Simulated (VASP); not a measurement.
Input:

```xyz
2
Lattice="0.0000 3.1841 3.1841 3.1841 0.0000 3.1841 3.1841 3.1841 0.0000" Properties=species:S:1:pos:R:3 pbc="T T T"
Sn     0.0000     0.0000     0.0000
Te     3.1841     3.1841     3.1841
```

Computed with r2SCAN meta-GGA, VASP's PBE PAW potentials (set 64) (plane waves; VASP). Settings: 480 eV cut-off, 8×8×8 Γ-centred mesh, Gaussian smearing of 0.050 eV, potentials Sn_d Te.

Question: The ions, cell shape and volume at an external pressure of 1.0 GPa are relaxed. What does this cell relax into?

Answer: 
```xyz
2
Lattice="0.0000 3.1641 3.1641 3.1641 0.0000 3.1641 3.1641 3.1641 0.0000" Properties=species:S:1:pos:R:3 pbc="T T T"
Sn     0.0000     0.0000     0.0000
Te     3.1641     3.1641     3.1641
```
Space group Fm-3m (225), at a tolerance of 0.03 Å.

Question: How do energy and volume change from the first to the last step?

Answer: The energy (σ→0) changes by +2.1 meV/atom and the volume by -1.9 %, in 3 ionic steps.

```tsv
step	E(σ→0) (eV)	max force (eV/Å)	pressure (GPa)	volume (Å³)
1	-50.6854	0.000	0.13	64.56
2	-50.6780	0.000	1.33	62.94
3	-50.6811	0.000	1.00	63.36
```

The compound is SnTe in the rock salt structure, which distorts at low temperature. This run relaxes it under an external pressure of 1 GPa. Symmetry was kept, so distortions that lower it aren't found.
